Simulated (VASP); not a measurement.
# Iridium: structure and properties in VASP, part 3 of 5

What structure does Iridium take at this level, and what are its properties? The start is a cell from a database of measured crystal structures.

VASP 6.6.1; r2SCAN with rVV10; plane waves and PAW (Ir).

Still holding for the runs below: This run has no spin polarisation. Its electron count is odd, so without a moment it is a metal by construction.

So far. Step 3 (Second relaxation): It ends with forces that vanish by symmetry and a pressure of -0.05 GPa. The volume moved by under 0.01 %: the run met its threshold at the first step. Step 4 (Density, ELF and potential (r2SCAN + rVV10)): In this run the pressure is -0.05 GPa, small enough to go on.

The database entry behind the starting cell differs from later determinations by our own check (0.1 to 0.3 % short, probably kX units), so it need not match the best structure at ambient conditions.

**5. Band structure (r2SCAN + rVV10)**

The mesh alone shows little of the dispersion and can miss band extrema, so KPOINTS_OPT adds a path through the symmetry points after the self-consistent cycle.

Input file INCAR:

```
SYSTEM = Ir
PREC = Accurate
ENCUT = 400
EDIFF = 1E-06
NELM = 100
ISMEAR = 1
SIGMA = 0.2
LREAL = .FALSE.
ALGO = Normal
METAGGA = R2SCAN
LUSE_VDW = .TRUE.
IVDW_NL = 2
BPARAM = 11.95
CPARAM = 0.0093
LASPH = .TRUE.
NBANDS = 15
LORBIT = 11
LWAVE = .FALSE.
LCHARG = .FALSE.
KPAR = 2
```

Input file POSCAR:

```
Ir
1.0
    0.0000000000      1.9226481553      1.9226481553
    1.9226481553      0.0000000000      1.9226481553
    1.9226481553      1.9226481553      0.0000000000
Ir
1
Direct
    0.0000000000      0.0000000000      0.0000000000
```

Input file KPOINTS:

```
Automatic mesh
0
Gamma
12 12 12
0 0 0
```

Input file KPOINTS_OPT:

```
Line mode
16
Line-mode
Reciprocal
  0.00000000   0.00000000   0.00000000 GAMMA
  0.50000000   0.00000000   0.50000000 X

  0.50000000   0.00000000   0.50000000 X
  0.50000000   0.25000000   0.75000000 W

  0.50000000   0.25000000   0.75000000 W
  0.37500000   0.37500000   0.75000000 K

  0.37500000   0.37500000   0.75000000 K
  0.00000000   0.00000000   0.00000000 GAMMA

  0.00000000   0.00000000   0.00000000 GAMMA
  0.50000000   0.50000000   0.50000000 L

  0.50000000   0.50000000   0.50000000 L
  0.62500000   0.25000000   0.62500000 U

  0.62500000   0.25000000   0.62500000 U
  0.50000000   0.25000000   0.75000000 W

  0.50000000   0.25000000   0.75000000 W
  0.50000000   0.50000000   0.50000000 L

  0.50000000   0.50000000   0.50000000 L
  0.37500000   0.37500000   0.75000000 K

  0.62500000   0.25000000   0.62500000 U
  0.50000000   0.00000000   0.50000000 X
```

PAW data sets: Ir (PBE family, release 64).

On the command line:

```bash
> mpirun -np 2 vasp_std
```

The log of the run:

```text
[... set-up lines as in an earlier step ...]
 entering main loop
       N       E                     dE             d eps       ncg     rms          rms(c)
Total rVV10 correction in eV:      0.1481683    12.2708602
Total rVV10 correction in eV:      0.1481683    12.2708602
DAV:   1    -0.185098934001E+01   -0.18510E+01   -0.34106E+03  2183   0.448E+02
DAV:   2    -0.536429948890E+02   -0.51792E+02   -0.48173E+02  2790   0.146E+02
DAV:   3    -0.546143748764E+02   -0.97138E+00   -0.97005E+00  2811   0.214E+01
DAV:   4    -0.546199151328E+02   -0.55403E-02   -0.55373E-02  2641   0.159E+00
DAV:   5    -0.546199759028E+02   -0.60770E-04   -0.60751E-04  2795   0.152E-01    0.157E+01
Total rVV10 correction in eV:      0.1328365    12.2708600
Total rVV10 correction in eV:      0.1328365    12.2708600
DAV:   6    -0.522823864877E+02    0.23376E+01   -0.13117E+00  3042   0.106E+01    0.570E+00
Total rVV10 correction in eV:      0.1269274    12.2708600
Total rVV10 correction in eV:      0.1269274    12.2708600
DAV:   7    -0.522635073684E+02    0.18879E-01   -0.66094E-02  2951   0.208E+00    0.236E+00
Total rVV10 correction in eV:      0.1226479    12.2708600
Total rVV10 correction in eV:      0.1226479    12.2708600
DAV:   8    -0.522610513150E+02    0.24561E-02   -0.16718E-02  3001   0.103E+00    0.115E+00
Total rVV10 correction in eV:      0.1242311    12.2708600
Total rVV10 correction in eV:      0.1242311    12.2708600
DAV:   9    -0.522583579346E+02    0.26934E-02   -0.50023E-03  2735   0.623E-01    0.135E-01
Total rVV10 correction in eV:      0.1243176    12.2708600
Total rVV10 correction in eV:      0.1243176    12.2708600
DAV:  10    -0.522583665132E+02   -0.85786E-05   -0.35581E-05  3008   0.413E-02    0.645E-02
Total rVV10 correction in eV:      0.1243838    12.2708600
Total rVV10 correction in eV:      0.1243838    12.2708600
DAV:  11    -0.522583628152E+02    0.36980E-05   -0.10719E-05  2692   0.207E-02    0.116E-02
Total rVV10 correction in eV:      0.1244059    12.2708600
Total rVV10 correction in eV:      0.1244059    12.2708600
DAV:  12    -0.522583609314E+02    0.18838E-05   -0.75244E-07  2347   0.684E-03    0.264E-03
Total rVV10 correction in eV:      0.1244023    12.2708600
Total rVV10 correction in eV:      0.1244023    12.2708600
DAV:  13    -0.522583612009E+02   -0.26947E-06   -0.11683E-07  2011   0.336E-03
Total rVV10 correction in eV:      0.1244043    12.2708600
Total rVV10 correction in eV:      0.1244043    12.2708600
Total rVV10 correction in eV:      0.1244025    12.2708600
Total rVV10 correction in eV:      0.1244025    12.2708600
   1 F= -.52258361E+02 E0= -.52258631E+02  d E =0.807985E-03
 Start KPOINTS_OPT (optional k-point list driver)
k-point batch [1-72\160]
       N       E                     dE             ncg
DAV:   1     0.716513305730E+04   -0.13265E+05     2160
DAV:   2     0.353805067829E+04   -0.36271E+04     2650
DAV:   3     0.346780447687E+04   -0.70246E+02     2993
DAV:   4     0.346742842787E+04   -0.37605E+00     2505
DAV:   5     0.346742469479E+04   -0.37331E-02     2879
DAV:   6     0.346742463961E+04   -0.55185E-04     2529
DAV:   7     0.346742463866E+04   -0.94161E-06     2681
[...]
k-point batch [145-160\160]
       N       E                     dE             ncg
DAV:   1     0.233943253257E+05   -0.47575E+04      488
DAV:   2     0.226162775161E+05   -0.77805E+03      606
DAV:   3     0.226022881464E+05   -0.13989E+02      641
DAV:   4     0.226022210626E+05   -0.67084E-01      578
DAV:   5     0.226022203013E+05   -0.76129E-03      578
DAV:   6     0.226022202867E+05   -0.14567E-04      600
DAV:   7     0.226022202865E+05   -0.28370E-06      555
```

Run time: 25 s. Hardware: 2 MPI ranks of Intel Xeon 6975P-C (Granite Rapids), shared host; peak memory 0.3 GiB.

Parts of OUTCAR (step 5):

```text
   k-points           NKPTS =     72   k-points in BZ     NKDIM =     72   number of bands    NBANDS=     15

   NELECT =       9.0000    total number of electrons

 E-fermi :  10.1392

 k-point     1 :       0.0000    0.0000    0.0000
  band No.  band energies     occupation
    ...
      2       6.1163      2.00000
      3       6.1163      2.00000
      4       6.1163      2.00000
      5       8.8136      2.00000
      6       8.8136      2.00000
      7      25.1903      0.00000
      8      31.0177      0.00000
      9      31.0177      0.00000
     10      31.0177      0.00000
     11      36.4519      0.00000
    ...

  Total       -0.0045062     -0.0045062     -0.0045062      0.0000000     -0.0000000      0.0000000
  in kB       -0.5079156     -0.5079156     -0.5079156      0.0000000     -0.0000000      0.0000000
  external PRESSURE =      -0.5079156 kB  Pullay stress =       0.0000000 kB

 POSITION                                       TOTAL-FORCE (eV/Angst)
 -----------------------------------------------------------------------------------
      0.00000      0.00000      0.00000        -0.000000     -0.000000     -0.000000
 -----------------------------------------------------------------------------------
    total drift:                                0.000000      0.000000      0.000000

  FREE ENERGIE OF THE ION-ELECTRON SYSTEM (eV)
  ---------------------------------------------------
  free  energy   TOTEN  =       -52.2583612009 eV

  energy  without entropy=      -52.2591691854  energy(sigma->0) =      -52.25863053

[... 10 parts as in an earlier step ...]

[... 6 further parts left out ...]
```

Spin-orbit coupling is off here; with elements this heavy it splits and shifts levels by tenths of an eV or more.

Numbers from this step:

- bands: 15
- pressure: -0.05079 GPa

Electronic bands along the path, in eV, zero at the Fermi level; # counts the bands kept:

```
          point      #1     #2     #3     #4     #5     #6     #7
              Γ  -11.55  -4.02  -4.02  -4.02  -1.33  -1.33  15.05
0.47 of the way   -8.72  -5.89  -3.16  -2.20  -2.20  -0.45  18.83
              X   -8.21  -7.63   0.79   1.51   1.51   1.71  10.95
0.47 of the way   -7.60  -7.06  -1.89  -0.27   1.51   5.42   9.37
              W   -6.51  -5.08  -5.08  -1.92   1.51   8.61   9.39
0.47 of the way   -6.78  -6.01  -3.86  -1.49   1.16   7.52   8.31
              K   -7.22  -6.23  -3.02  -1.00   0.62   6.68   7.93
0.47 of the way   -7.72  -5.29  -4.09  -2.63  -2.26   1.24  14.17
              Γ  -11.55  -4.02  -4.02  -4.02  -1.33  -1.33  15.05
0.47 of the way   -9.46  -4.61  -3.56  -3.56  -1.23  -1.23  15.02
              L   -8.42  -4.17  -4.17  -0.76   0.88   0.88   7.56
0.47 of the way   -7.40  -5.05  -3.22  -3.20   0.66   4.25   7.13
              U   -7.22  -6.23  -3.02  -1.00   0.62   6.68   7.93
0.53 of the way   -6.78  -6.01  -3.86  -1.49   1.16   7.52   8.31
              W   -6.51  -5.08  -5.08  -1.92   1.51   8.61   9.39
0.53 of the way   -7.05  -5.33  -3.58  -2.89   0.59   4.98   7.01
              L   -8.42  -4.17  -4.17  -0.76   0.88   0.88   7.56
0.53 of the way   -7.17  -5.22  -3.49  -2.95   0.61   4.80   7.09
              K   -7.22  -6.23  -3.02  -1.00   0.62   6.68   7.93
      jump to U   -7.22  -6.23  -3.02  -1.00   0.62   6.68   7.93
0.53 of the way   -7.92  -7.32  -0.82   0.26   1.31   4.41   9.41
              X   -8.21  -7.63   0.79   1.51   1.51   1.71  10.95
```

The electronic bands as a text plot (rows in eV, shown from -8.0 to 6.9 only):

```
    6.6 |               *                      *             **
    6.0 |                *                    *             *
    5.4 |                                    *
    4.7 |          *      *                          *     *
    4.1 |                                   *                  *
    3.5 |         *        *                          *
    2.9 |                   *                             *
    2.3 |                                  *           * *      *
    1.6 |        ******                          **             *
    1.0 |       **     **    *           ***    *  *  *****   ***
    0.4 |      ** *      *              *   ****    **     *** *
   -0.2 |    ***  **      *   *        *                      *
   -0.9 | *** *     *   *  *   *      *  **    *        *      *
   -1.5 |*   * *   * * * *  *   ******        * **       *   *
   -2.1 | **          *   *  ***        *  * *    ***  *    * *
   -2.7 |   * *            ****                      **   **
   -3.3 |  * *      *   *     **     ***    * ***    **    * *
   -4.0 |**            * **  *  *****  ***** *         **** *
   -4.6 | **         **     *  **   ***    *     * ** ** **
   -5.2 |             *   *****             **    ** *     *
   -5.8 |   *        * * *                    * **  *       **
   -6.4 |    **     *** * ***                  * ***          *
   -7.1 |      *   **  ***                   ****    *     *** *
   -7.7 |     ******         *              *         *   *   ***
         Γ       X    W  K        Γ      L     U  W     L   K|U X
```

There is no gap at this level.

**6. Density of states (r2SCAN + rVV10)**

Here the states are counted by energy and projected on the atoms. The mesh is finer than in the run before.

Changes to INCAR since step 5:

```diff
@@ -5,3 +5,3 @@
 NELM = 100
-ISMEAR = 1
+ISMEAR = -5
 SIGMA = 0.2
@@ -20 +20,2 @@
 KPAR = 2
+NEDOS = 2001
```

POSCAR is that of step 5.

Input file KPOINTS:

```
Automatic mesh
0
Gamma
17 17 17
0 0 0
```

On the command line:

```bash
> mpirun -np 2 vasp_std
```

The log of the run:

```text
[... set-up lines as in an earlier step ...]
 entering main loop
       N       E                     dE             d eps       ncg     rms          rms(c)
Total rVV10 correction in eV:      0.1481683    12.2708602
Total rVV10 correction in eV:      0.1481683    12.2708602
DAV:   1    -0.185627862118E+01   -0.18563E+01   -0.34920E+03  5075   0.454E+02
DAV:   2    -0.535917565927E+02   -0.51735E+02   -0.48525E+02  6147   0.147E+02
DAV:   3    -0.545940632340E+02   -0.10023E+01   -0.99772E+00  6644   0.216E+01
DAV:   4    -0.545998154781E+02   -0.57522E-02   -0.57451E-02  5928   0.163E+00
DAV:   5    -0.545998701237E+02   -0.54646E-04   -0.54552E-04  6656   0.141E-01    0.158E+01
Total rVV10 correction in eV:      0.1328276    12.2708600
Total rVV10 correction in eV:      0.1328276    12.2708600
DAV:   6    -0.522651212842E+02    0.23347E+01   -0.13220E+00  6959   0.106E+01    0.573E+00
Total rVV10 correction in eV:      0.1269250    12.2708600
Total rVV10 correction in eV:      0.1269250    12.2708600
DAV:   7    -0.522463953510E+02    0.18726E-01   -0.64106E-02  6728   0.207E+00    0.236E+00
Total rVV10 correction in eV:      0.1226541    12.2708600
Total rVV10 correction in eV:      0.1226541    12.2708600
DAV:   8    -0.522440169046E+02    0.23784E-02   -0.17432E-02  6960   0.105E+00    0.111E+00
Total rVV10 correction in eV:      0.1241953    12.2708600
Total rVV10 correction in eV:      0.1241953    12.2708600
DAV:   9    -0.522413279910E+02    0.26889E-02   -0.50284E-03  6120   0.627E-01    0.143E-01
Total rVV10 correction in eV:      0.1242748    12.2708600
Total rVV10 correction in eV:      0.1242748    12.2708600
DAV:  10    -0.522413340575E+02   -0.60664E-05   -0.32839E-05  7024   0.412E-02    0.705E-02
Total rVV10 correction in eV:      0.1243491    12.2708600
Total rVV10 correction in eV:      0.1243491    12.2708600
DAV:  11    -0.522413203218E+02    0.13736E-04   -0.14329E-05  6028   0.242E-02    0.122E-02
Total rVV10 correction in eV:      0.1243745    12.2708600
Total rVV10 correction in eV:      0.1243745    12.2708600
DAV:  12    -0.522413168367E+02    0.34852E-05   -0.11026E-06  6114   0.852E-03    0.322E-03
Total rVV10 correction in eV:      0.1243701    12.2708600
Total rVV10 correction in eV:      0.1243701    12.2708600
DAV:  13    -0.522413170397E+02   -0.20299E-06   -0.13025E-07  4351   0.324E-03
Total rVV10 correction in eV:      0.1243732    12.2708600
Total rVV10 correction in eV:      0.1243732    12.2708600
Total rVV10 correction in eV:      0.1243709    12.2708600
Total rVV10 correction in eV:      0.1243709    12.2708600
   1 F= -.52241317E+02 E0= -.52241317E+02  d E =0.000000E+00
 -----------------------------------------------------------------------------
|                                                                             |
|           W    W    AA    RRRRR   N    N  II  N    N   GGGG   !!!           |
|           W    W   A  A   R    R  NN   N  II  NN   N  G    G  !!!           |
|           W    W  A    A  R    R  N N  N  II  N N  N  G       !!!           |
|           W WW W  AAAAAA  RRRRR   N  N N  II  N  N N  G  GGG   !            |
|           WW  WW  A    A  R   R   N   NN  II  N   NN  G    G                |
|           W    W  A    A  R    R  N    N  II  N    N   GGGG   !!!           |
|                                                                             |
|     Tetrahedron method does not include variations of the Fermi             |
|     occupations, so forces and stress will be inaccurate. We suggest        |
|     using a different smearing scheme ISMEAR = 1 or 2 for metals in         |
|     relaxations.                                                            |
|                                                                             |
 -----------------------------------------------------------------------------
```

Run time: 27 s. Hardware: 2 MPI ranks; peak memory 0.33 GiB.

Parts of OUTCAR (step 6):

```text
   k-points           NKPTS =    165   k-points in BZ     NKDIM =    165   number of bands    NBANDS=     15

   NELECT =       9.0000    total number of electrons

 E-fermi :  10.0747

 k-point     1 :       0.0000    0.0000    0.0000
  band No.  band energies     occupation
    ...
      2       6.1161      2.00000
      3       6.1161      2.00000
      4       6.1161      2.00000
      5       8.8098      2.00000
      6       8.8098      2.00000
      7      25.1856      0.00000
      8      31.0186      0.00000
      9      31.0186      0.00000
     10      31.0186      0.00000
     11      36.4594      0.00000
    ...

  Total        0.0261978      0.0261978      0.0261978      0.0000000     -0.0000000      0.0000000
  in kB        2.9528813      2.9528813      2.9528813      0.0000000     -0.0000000      0.0000000
  external PRESSURE =       2.9528813 kB  Pullay stress =       0.0000000 kB

 POSITION                                       TOTAL-FORCE (eV/Angst)
 -----------------------------------------------------------------------------------
      0.00000      0.00000      0.00000         0.000000      0.000000      0.000000
 -----------------------------------------------------------------------------------
    total drift:                               -0.000000     -0.000000     -0.000000

  FREE ENERGIE OF THE ION-ELECTRON SYSTEM (eV)
  ---------------------------------------------------
  free  energy   TOTEN  =       -52.2413170397 eV

  energy  without entropy=      -52.2413170397  energy(sigma->0) =      -52.24131704

[... 6 parts as in an earlier step ...]

[... 10 further parts left out ...]
```

With tetrahedra the forces and stress of a metal are not exact derivatives of the energy.

This step gave:

- irreducible k-points: 165
- free energy (TOTEN): -52.2413 eV
- Fermi energy: 10.07 eV
- pressure: 0.2953 GPa
- DOS at the Fermi level: 0.8571 states/eV/cell

The density of states has structure finer than the step of the table below, so its rows give means over 1 eV, whole bins alone (the curve runs from -12.0 to 7.91 eV). Peaks (eV: height): total -3.8: 1.90, -3.5: 1.88, -1.8: 1.43, 0.8: 1.63; Ir d -3.8: 1.51, -3.5: 1.62, -1.8: 1.22, 0.8: 1.54; Ir p -6.4: 0.0833, -5.7: 0.143, -3.8: 0.216, -3.0: 0.136; Ir s -7.6: 0.235, -3.8: 0.0543, 7.6: 0.163.

States under -12.0 eV and over 7.9 eV are left out. The density of states by energy, zero at the Fermi level; means over each step; values in states/eV/cell:

```
energy (eV)   total     Ir d     Ir p     Ir s
        -11  0.0333   1.3e-4  0.00129   0.0276
        -10  0.0782  0.00239  0.00677   0.0592
         -9   0.144   0.0172   0.0173   0.0918
         -8   0.600    0.303   0.0450    0.196
         -7    1.14    0.826   0.0713    0.155
         -6   0.920    0.734   0.0844   0.0300
         -5    1.09    0.890   0.1000   0.0192
         -4    1.50     1.21    0.158   0.0409
         -3    1.12    0.923    0.111   0.0218
         -2    1.07    0.910   0.0810   0.0154
         -1   0.863    0.763   0.0465  0.00939
          0   0.915    0.842   0.0299  0.00686
          1    1.13     1.06   0.0290   0.0120
          2   0.272    0.202   0.0419   0.0167
          3   0.260    0.163   0.0604   0.0237
          4   0.256    0.138   0.0717   0.0312
          5   0.236    0.107   0.0743   0.0379
          6   0.210   0.0768   0.0651   0.0481
          7   0.198   0.0651   0.0419   0.0709
```

The finer mesh and the other smearing move the Fermi level by -0.06 eV from the 12×12×12 run, one measure of the sampling error in the zero of the bands above. Of the states within 0.3 eV of the Fermi level, the largest shares in the PAW spheres are Ir d 92 %. The rest lies in smaller channels or between the spheres.

[end of part 3 of 5]

[Lines on the potential files, build, host, timing and source positions are cut from VASP's logs without a mark.]

[Logs are printed without paths, hosts, clocks, repeated set-up lines and the standing remarks that a program may print on its own settings, such as how far it seeks lower states.]

[Hosts, paths, dates, database ids (printed as entryN), source tags and the programs' standing remarks are cut or masked in the printed files.]

[A measured line is paired with the nearest computed mode of its activity, which favours agreement.]
